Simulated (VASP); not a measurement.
VASP input:

### INCAR
```
ALGO = Normal   ! blocked Davidson
ISIF = 2   ! forces and stress, cell fixed
LCHARG = .FALSE.
LREAL = .FALSE.
GGA = PE
LWAVE = .FALSE.
LASPH = .TRUE.
NELM = 100
ISMEAR = 1   ! Methfessel-Paxton
SIGMA = 0.1
SYSTEM = TiCo
PREC = Accurate
EDIFF = 1E-6
LMAXMIX = 4
ENCUT = 400   ! plane-wave cut-off (eV)
```

File POSCAR:
```
TiCo
1.0
  2.9900000000   0.0000000000   0.0000000000
  0.0000000000   2.9900000000   0.0000000000
  0.0000000000   0.0000000000   2.9900000000
Ti Co
1 1
direct
  0.0000000000   0.0000000000   0.0000000000
  0.5000000000   0.5000000000   0.5000000000
```

KPOINTS:
```
Automatic
0
gamma
9 9 9
0 0 0
```

POTCAR, in this order: Ti_sv Co (PBE.64 set). Program: vasp_std.

### Question
Write an equivalent input for Quantum ESPRESSO's pw.x.

### Answer
One equivalent input (not run):
```
&CONTROL
  calculation = 'scf'
  pseudo_dir = './pseudo'
  outdir = './out'
  tprnfor = .true.
  tstress = .true.
/
&SYSTEM
  ibrav = 0
  nat = 2
  ntyp = 2
  ecutwfc = 96
  occupations = 'smearing'
  smearing = 'methfessel-paxton'
  degauss = 0.00735
  input_dft = 'pbe'
/
&ELECTRONS
  conv_thr = 7.3e-08
  electron_maxstep = 100
/
ATOMIC_SPECIES
  Ti 47.867 Ti.upf
  Co 58.933 Co.upf
CELL_PARAMETERS angstrom
     2.9900000    0.0000000    0.0000000
     0.0000000    2.9900000    0.0000000
     0.0000000    0.0000000    2.9900000
ATOMIC_POSITIONS crystal
  Ti   0.0000000  0.0000000  0.0000000
  Co   0.5000000  0.5000000  0.5000000
K_POINTS automatic
  9 9 9 0 0 0
```
The two are equivalent in intent, not identical: the potentials are each code's own (VASP's PAW set, PseudoDojo norm-conserving files in pw.x), so ENCUT and ecutwfc are chosen apart and not converted; conv_thr bounds pw.x's estimated SCF error, while EDIFF bounds the energy change between steps.

The compound is TiCo in the CsCl type structure. The cell was not relaxed at this level.
